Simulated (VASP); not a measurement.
Input:

```xyz
2
Lattice="0.0000 1.7757 1.7757 1.7757 0.0000 1.7757 1.7757 1.7757 0.0000" Properties=species:S:1:pos:R:3 pbc="T T T"
B      0.0000     0.0000     0.0000
N      0.8879     0.8879     0.8879
```

All values below come from PBE GGA, VASP's PBE PAW potentials (set 64) (plane waves; VASP 6.6.1). Settings: 520 eV cut-off, 12×12×12 Γ-centred mesh, Gaussian smearing of 0.050 eV, potentials B N.

Q: The job: BN (zinc blende), 2 atoms, PBE, static run, 520 eV, 12×12×12 Γ-centred mesh. Roughly how much core time does it take on a busy server core?

A: About 5 core-seconds (one run on a shared machine, a rough figure). It had 72 irreducible k-points, 8 bands, up to 311 plane waves and 12 electronic steps.

The compound is BN in the zinc blende structure. This cell is one point of a volume scan, at 0.94 of the reference volume.
